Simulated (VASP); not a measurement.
These are LDA (Ceperley-Alder, Perdew-Zunger), VASP's LDA PAW potentials (set 64) (plane waves; VASP) values and carry that method's errors.

A VASP calculation is set up with these files.

POSCAR:
```
YPd3
1
    4.0730000000     0.0000000000     0.0000000000
    0.0000000000     4.0730000000     0.0000000000
    0.0000000000     0.0000000000     4.0730000000
Y Pd
1 3
Direct
  0.0000000000   0.0000000000   0.0000000000
  0.0000000000   0.5000000000   0.5000000000
  0.5000000000   0.0000000000   0.5000000000
  0.5000000000   0.5000000000   0.0000000000
```

File KPOINTS:
```
Automatic mesh
0
Gamma
7 7 7
0 0 0
```

INCAR:
```
ALGO=Normal
EDIFF=1E-8
ENCUT=300
IBRION=8
ISIF=2
ISMEAR=-1
LASPH=.TRUE.
LCHARG=.FALSE.
LEPSILON=.FALSE.
LMAXMIX=4
LREAL=.FALSE.
LWAVE=.FALSE.
NELM=100
NSW=1
PREC=Accurate
SIGMA=0.1
SYSTEM=YPd3
```

POTCAR, in this order: Y_sv Pd (LDA.64 set). Program: vasp_std.

Output

### OSZICAR
```
       N       E                     dE             d eps       ncg     rms          rms(c)
DAV:   1     0.175775388934E+03    0.17578E+03   -0.15468E+04   960   0.109E+03
DAV:   2    -0.243790197050E+02   -0.20015E+03   -0.19615E+03  1144   0.291E+02
DAV:   3    -0.308415256770E+02   -0.64625E+01   -0.63459E+01  1296   0.484E+01
DAV:   4    -0.309681211868E+02   -0.12660E+00   -0.12632E+00  1208   0.629E+00
DAV:   5    -0.309715767230E+02   -0.34555E-02   -0.34544E-02  1296   0.868E-01    0.406E+01
DAV:   6    -0.302054596165E+02    0.76612E+00   -0.33481E+00  1032   0.130E+01    0.204E+01
DAV:   7    -0.301149130080E+02    0.90547E-01   -0.22441E+00  1200   0.824E+00    0.135E+01
DAV:   8    -0.299984536537E+02    0.11646E+00   -0.81201E-01  1200   0.593E+00    0.208E+00
DAV:   9    -0.299891674748E+02    0.92862E-02   -0.86657E-02  1056   0.198E+00    0.886E-01
DAV:  10    -0.299890324713E+02    0.13500E-03   -0.50544E-03  1192   0.462E-01    0.196E-01
DAV:  11    -0.299890439555E+02   -0.11484E-04   -0.48841E-04  1144   0.157E-01    0.878E-02
DAV:  12    -0.299890223623E+02    0.21593E-04   -0.11606E-04  1048   0.579E-02    0.248E-02
DAV:  13    -0.299890228176E+02   -0.45528E-06   -0.43626E-06  1128   0.136E-02    0.127E-02
DAV:  14    -0.299890227308E+02    0.86771E-07   -0.50312E-07  1136   0.387E-03    0.582E-04
DAV:  15    -0.299890227325E+02   -0.16253E-08   -0.14228E-08   792   0.820E-04
   1 F= -.29989023E+02 E0= -.29962749E+02  d E =-.525467E-01
 Linear response reoptimize wavefunctions
DAV:   1    -0.299890227324E+02    0.87311E-10   -0.17645E-09   672   0.293E-04
DAV:   2    -0.299890227324E+02   -0.11823E-10   -0.34046E-10   560   0.933E-05
 Linear response DOF=           3
 Linear response progress:
  Degree of freedom:   1/  3
       N       E                     dE             d eps       ncg     rms          rms(c)
RMM:   1    -0.289313245313E+00   -0.28931E+00    0.47930E+00  2293   0.119E+01
RMM:   2    -0.270843228932E+00    0.18470E-01   -0.19116E-01  3162   0.198E+00    0.324E-01
RMM:   3    -0.272928083353E+00   -0.20849E-02   -0.11548E-02  3559   0.455E-01    0.216E-01
RMM:   4    -0.273632329672E+00   -0.70425E-03   -0.22818E-03  3886   0.185E-01    0.227E-02
RMM:   5    -0.273549121617E+00    0.83208E-04   -0.40654E-04  4176   0.741E-02    0.288E-02
RMM:   6    -0.273420007531E+00    0.12911E-03   -0.85150E-05  4389   0.322E-02    0.142E-02
RMM:   7    -0.273373265252E+00    0.46742E-04   -0.22491E-05  4004   0.168E-02    0.511E-03
RMM:   8    -0.273356562337E+00    0.16703E-04   -0.22128E-05  4191   0.983E-03    0.225E-03
RMM:   9    -0.273342689489E+00    0.13873E-04   -0.19219E-05  4687   0.542E-03    0.693E-04
RMM:  10    -0.273347129679E+00   -0.44402E-05   -0.12968E-05  4543   0.378E-03    0.778E-04
RMM:  11    -0.273347497295E+00   -0.36762E-06   -0.97508E-06  4530   0.281E-03    0.395E-04
RMM:  12    -0.273346817916E+00    0.67938E-06   -0.52833E-06  4721   0.222E-03    0.153E-04
RMM:  13    -0.273349803343E+00   -0.29854E-05   -0.38848E-06  4337   0.176E-03    0.122E-04
RMM:  14    -0.273350211290E+00   -0.40795E-06   -0.10432E-06  4512   0.144E-03    0.795E-05
RMM:  15    -0.273350262085E+00   -0.50795E-07   -0.10596E-06  4908   0.119E-03    0.173E-04
RMM:  16    -0.273349302492E+00    0.95959E-06    0.15434E-07  4144   0.101E-03    0.316E-04
RMM:  17    -0.273349122849E+00    0.17964E-06    0.11664E-06  4156   0.866E-04    0.409E-04
RMM:  18    -0.273349255500E+00   -0.13265E-06    0.37939E-06  3889   0.754E-04    0.421E-04
RMM:  19    -0.273349139788E+00    0.11571E-06    0.63154E-06  4257   0.642E-04    0.466E-04
RMM:  20    -0.273350310046E+00   -0.11703E-05   -0.35105E-06  4781   0.553E-04    0.491E-04
RMM:  21    -0.273350128508E+00    0.18154E-06   -0.14361E-06  4281   0.480E-04    0.525E-04
RMM:  22    -0.273350135912E+00   -0.74041E-08    0.10468E-06  4120   0.425E-04    0.538E-04
 Linear response progress:
  Degree of freedom:   2/  3
       N       E                     dE             d eps       ncg     rms          rms(c)
RMM:   1    -0.261848476024E+00   -0.26185E+00   -0.27160E-01  3185   0.309E+00
RMM:   2    -0.258075480623E+00    0.37730E-02   -0.94034E-03  3103   0.516E-01    0.993E-02
RMM:   3    -0.258160335077E+00   -0.84854E-04   -0.43148E-04  3187   0.982E-02    0.498E-02
RMM:   4    -0.258243135729E+00   -0.82801E-04   -0.15268E-04  3278   0.574E-02    0.108E-02
RMM:   5    -0.258251195402E+00   -0.80597E-05   -0.13156E-05  3462   0.147E-02    0.546E-03
RMM:   6    -0.258243588366E+00    0.76070E-05   -0.18113E-06  3488   0.629E-03    0.304E-03
RMM:   7    -0.258236737939E+00    0.68504E-05   -0.60566E-07  3461   0.357E-03    0.613E-04
RMM:   8    -0.258231533909E+00    0.52040E-05   -0.57511E-07  3913   0.103E-03    0.281E-04
RMM:   9    -0.258229230431E+00    0.23035E-05    0.14832E-07  3994   0.319E-04    0.108E-04
RMM:  10    -0.258227595391E+00    0.16350E-05   -0.13411E-07  3920   0.134E-04    0.254E-05
RMM:  11    -0.258227517833E+00    0.77559E-07    0.12230E-08  4164   0.607E-05    0.861E-06
RMM:  12    -0.258227479223E+00    0.38609E-07   -0.31079E-08  4420   0.227E-05    0.449E-06
RMM:  13    -0.258227449820E+00    0.29404E-07    0.27282E-09  4345   0.843E-06    0.118E-06
RMM:  14    -0.258227459263E+00   -0.94435E-08   -0.20638E-09  3642   0.408E-06    0.502E-07
 Linear response progress:
  Degree of freedom:   3/  3
       N       E                     dE             d eps       ncg     rms          rms(c)
RMM:   1    -0.263859726875E+00   -0.26386E+00   -0.27172E-01  5599   0.315E+00
RMM:   2    -0.259194720520E+00    0.46650E-02   -0.19169E-02  5190   0.709E-01    0.273E-01
RMM:   3    -0.259646826019E+00   -0.45211E-03   -0.12288E-03  5602   0.151E-01    0.143E-01
RMM:   4    -0.260009255979E+00   -0.36243E-03   -0.19068E-04  5639   0.689E-02    0.229E-02
RMM:   5    -0.260062152472E+00   -0.52896E-04   -0.29482E-05  6209   0.191E-02    0.611E-03
RMM:   6    -0.260036114640E+00    0.26038E-04   -0.18120E-06  6046   0.673E-03    0.207E-03
RMM:   7    -0.260028188700E+00    0.79259E-05   -0.90451E-07  6062   0.309E-03    0.959E-04
RMM:   8    -0.260020143089E+00    0.80456E-05   -0.11782E-07  6605   0.108E-03    0.330E-04
RMM:   9    -0.260017216793E+00    0.29263E-05    0.40822E-07  6816   0.387E-04    0.843E-05
RMM:  10    -0.260017009765E+00    0.20703E-06    0.83916E-08  7101   0.153E-04    0.445E-05
RMM:  11    -0.260017159634E+00   -0.14987E-06    0.34708E-08  6882   0.578E-05    0.179E-05
RMM:  12    -0.260017205027E+00   -0.45393E-07    0.31666E-09  6915   0.277E-05    0.792E-06
RMM:  13    -0.260017222153E+00   -0.17126E-07   -0.52531E-10  6702   0.120E-05    0.224E-06
RMM:  14    -0.260017222137E+00    0.15541E-10    0.28649E-10  6949   0.619E-06    0.723E-07
 Linear response finished
```

File OUTCAR:
```
------------------------ aborting loop because EDIFF is reached ----------------------------------------

   1 f  =    5.367830 THz    33.727069 2PiTHz  179.051529 cm-1    22.199550 meV
             X         Y         Z           dx          dy          dz
      0.000000  0.000000  0.000000     0.246620   -0.399669   -0.504232
      0.000000  2.036500  2.036500     0.108246    0.270105    0.340771
      2.036500  0.000000  2.036500    -0.166671   -0.175422    0.340771
      2.036500  2.036500  0.000000    -0.166671    0.270105   -0.221317

   2 f  =    5.367830 THz    33.727069 2PiTHz  179.051529 cm-1    22.199550 meV
             X         Y         Z           dx          dy          dz
      0.000000  0.000000  0.000000     0.545327   -0.156752    0.390966
      0.000000  2.036500  2.036500     0.239354    0.105936   -0.264223
      2.036500  0.000000  2.036500    -0.368543   -0.068801   -0.264223
      2.036500  2.036500  0.000000    -0.368543    0.105936    0.171602

   3 f  =    5.367830 THz    33.727069 2PiTHz  179.051529 cm-1    22.199550 meV
             X         Y         Z           dx          dy          dz
      0.000000  0.000000  0.000000    -0.341473   -0.538981    0.260197
      0.000000  2.036500  2.036500    -0.149879    0.364255   -0.175847
      2.036500  0.000000  2.036500     0.230775   -0.236569   -0.175847
      2.036500  2.036500  0.000000     0.230775    0.364255    0.114205

   4 f  =    3.862038 THz    24.265901 2PiTHz  128.823725 cm-1    15.972099 meV
             X         Y         Z           dx          dy          dz
      0.000000  0.000000  0.000000     0.000000    0.000000    0.000000
      0.000000  2.036500  2.036500     0.000000   -0.530220   -0.443401
      2.036500  0.000000  2.036500    -0.149204   -0.000000    0.443401
      2.036500  2.036500  0.000000     0.149204    0.530220   -0.000000

   5 f  =    3.862038 THz    24.265901 2PiTHz  128.823725 cm-1    15.972099 meV
             X         Y         Z           dx          dy          dz
      0.000000  0.000000  0.000000    -0.000000   -0.000000   -0.000000
      0.000000  2.036500  2.036500     0.000000   -0.191540   -0.000000
      2.036500  0.000000  2.036500     0.680670    0.000000   -0.000000
      2.036500  2.036500  0.000000    -0.680670    0.191540    0.000000

   6 f  =    3.862038 THz    24.265901 2PiTHz  128.823725 cm-1    15.972099 meV
             X         Y         Z           dx          dy          dz
      0.000000  0.000000  0.000000    -0.000000    0.000000   -0.000000
      0.000000  2.036500  2.036500     0.000000    0.426824   -0.550813
      2.036500  0.000000  2.036500     0.120108    0.000000    0.550813
      2.036500  2.036500  0.000000    -0.120108   -0.426824    0.000000

   7 f  =    3.554529 THz    22.333767 2PiTHz  118.566337 cm-1    14.700346 meV
             X         Y         Z           dx          dy          dz
      0.000000  0.000000  0.000000    -0.167348    0.528964    0.008703
      0.000000  2.036500  2.036500     0.242705    0.142230    0.002340
      2.036500  0.000000  2.036500    -0.044997   -0.767158    0.002340
      2.036500  2.036500  0.000000    -0.044997    0.142230   -0.012622

   8 f  =    3.554529 THz    22.333767 2PiTHz  118.566337 cm-1    14.700346 meV
             X         Y         Z           dx          dy          dz
      0.000000  0.000000  0.000000     0.509606    0.163631   -0.146324
      0.000000  2.036500  2.036500    -0.739083    0.043998   -0.039344
      2.036500  0.000000  2.036500     0.137025   -0.237314   -0.039344
      2.036500  2.036500  0.000000     0.137025    0.043998    0.212214

   9 f  =    3.554529 THz    22.333767 2PiTHz  118.566337 cm-1    14.700346 meV
             X         Y         Z           dx          dy          dz
      0.000000  0.000000  0.000000     0.142058    0.036138    0.535162
      0.000000  2.036500  2.036500    -0.206027    0.009717    0.143896
      2.036500  0.000000  2.036500     0.038197   -0.052411    0.143896
      2.036500  2.036500  0.000000     0.038197    0.009717   -0.776146

  10 f/i=    0.002862 THz     0.017981 2PiTHz    0.095458 cm-1     0.011835 meV
             X         Y         Z           dx          dy          dz
      0.000000  0.000000  0.000000    -0.227364    0.406058    0.027035
      0.000000  2.036500  2.036500    -0.249142    0.444908    0.029621
      2.036500  0.000000  2.036500    -0.249117    0.444953    0.029621
      2.036500  2.036500  0.000000    -0.249117    0.444908    0.029624

  11 f/i=    0.002862 THz     0.017981 2PiTHz    0.095458 cm-1     0.011835 meV
             X         Y         Z           dx          dy          dz
      0.000000  0.000000  0.000000     0.135145    0.046127    0.443753
      0.000000  2.036500  2.036500     0.148090    0.050541    0.486209
      2.036500  0.000000  2.036500     0.148075    0.050546    0.486209
      2.036500  2.036500  0.000000     0.148075    0.050541    0.486258

  12 f/i=    0.002862 THz     0.017981 2PiTHz    0.095458 cm-1     0.011835 meV
             X         Y         Z           dx          dy          dz
      0.000000  0.000000  0.000000    -0.383862   -0.224271    0.140218
      0.000000  2.036500  2.036500    -0.420630   -0.245728    0.153633
      2.036500  0.000000  2.036500    -0.420588   -0.245753    0.153633
      2.036500  2.036500  0.000000    -0.420588   -0.245728    0.153648

 ELASTIC MODULI CONTR FROM IONIC RELAXATION (kBar)
 Direction    XX          YY          ZZ          XY          YZ          ZX
 --------------------------------------------------------------------------------
 XX           0.0000      0.0000      0.0000      0.0000      0.0000      0.0000
 YY           0.0000      0.0000      0.0000      0.0000      0.0000      0.0000
 ZZ           0.0000      0.0000      0.0000      0.0000      0.0000      0.0000
 XY           0.0000      0.0000      0.0000      0.0000      0.0000      0.0000
 YZ           0.0000      0.0000      0.0000      0.0000      0.0000      0.0000
 ZX           0.0000      0.0000      0.0000      0.0000      0.0000      0.0000
 --------------------------------------------------------------------------------
```
(Selected blocks of OUTCAR.)

File OUTCAR:
```
 val. band max:        7.7696069087   @ k =   0.4286   0.2857   0.2857

 cond. band min:       7.8209983427   @ k =   0.2857   0.2857   0.0000


 Fermi energy:         7.7775730236

 k-point     1 :       0.0000    0.0000    0.0000
  band No.  band energies     occupation
      1     -33.7012      2.00000
      2     -13.8780      2.00000
      3     -13.8780      2.00000
      4     -13.8780      2.00000
      5       1.3493      2.00000
      6       2.8983      2.00000
      7       2.8983      2.00000
      8       3.2021      2.00000
      9       3.3443      2.00000
     10       3.3443      2.00000
     11       3.3443      2.00000
     12       5.4207      2.00000
     13       5.4207      2.00000
     14       5.4207      2.00000
     15       6.7218      1.99995
     16       6.7218      1.99995
     17       7.2277      1.99185
     18       7.6831      1.44004
     19       7.6831      1.44004
     20       7.6831      1.44004
     21      11.2659      0.00000
     22      11.2659      0.00000
     23      11.2659      0.00000
     24      11.4000      0.00000

 k-point     2 :       0.1429    0.0000    0.0000
  band No.  band energies     occupation
      1     -33.6997      2.00000
      2     -13.9069      2.00000
      3     -13.8809      2.00000
      4     -13.8809      2.00000
      5       1.6015      2.00000
      6       3.0390      2.00000
      7       3.0627      2.00000
      8       3.3250      2.00000
      9       3.4249      2.00000
     10       3.4828      2.00000
     11       3.4828      2.00000
     12       5.3133      2.00000
     13       5.4938      2.00000
     14       5.4938      2.00000
     15       6.5984      1.99998
     16       6.7334      1.99994
     17       7.0964      1.99780
     18       7.2827      1.98591
     19       7.2827      1.98591
     20       7.6835      1.43838
     21       9.7798      0.00000
     22      11.1188      0.00000
     23      11.1188      0.00000
     24      11.2612      0.00000
...
```

At this cut-off the stress carries a Pulay error, which pulls relaxed volumes low.

The structure comes from a measured YPd3 entry of the Crystallography Open Database, whose conditions weren't checked. The cell was not relaxed at this level. The run is one of a series of settings (EDIFF = 1E-8, GGA removed, IBRION = 8, LEPSILON = .FALSE., NSW = 1, POTCAR Y_sv Pd (LDA.64 set) against the base run), some of them coarse on purpose. The electron count is odd and the run is not spin-polarised, which forces a metal.
